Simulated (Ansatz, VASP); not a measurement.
**B4Rh: VASP beside Ansatz**

```
CELL_PARAMETERS angstrom
3.56484 0.00000 0.00000
0.00000 3.56484 0.00000
0.00000 0.00000 3.56484
ATOMIC_POSITIONS crystal
B 0.50000 0.00000 0.00000
B 0.00000 0.50000 0.00000
B 0.00000 0.00000 0.50000
B 0.00000 0.00000 0.00000
Rh 0.50000 0.50000 0.50000
```

Alike in both runs: task single point; functional PBE; k mesh 6 × 6 × 6; occupations gaussian, width 0.1 eV; no spin polarisation.

```csv
,VASP,Ansatz
version,VASP 6.6.1,Ansatz 0.2.0
potentials or method,"VASP PAW PBE potentials, release 64 (B, Rh_pv)","scalar-relativistic, plane waves, PAW"
plane-wave cutoff (eV),520,420
valence electrons in the cell,27,29
```

```tsv
	VASP	Ansatz	Ansatz less VASP
gap on the k mesh at the Fermi level (eV)	none	none	-
pressure (GPa)	-11.0	-11.0	+0.01
```

A gap of «none» marks a metal or a gap that the smearing closes. The two sets of potentials don't hold the same shells in valence.
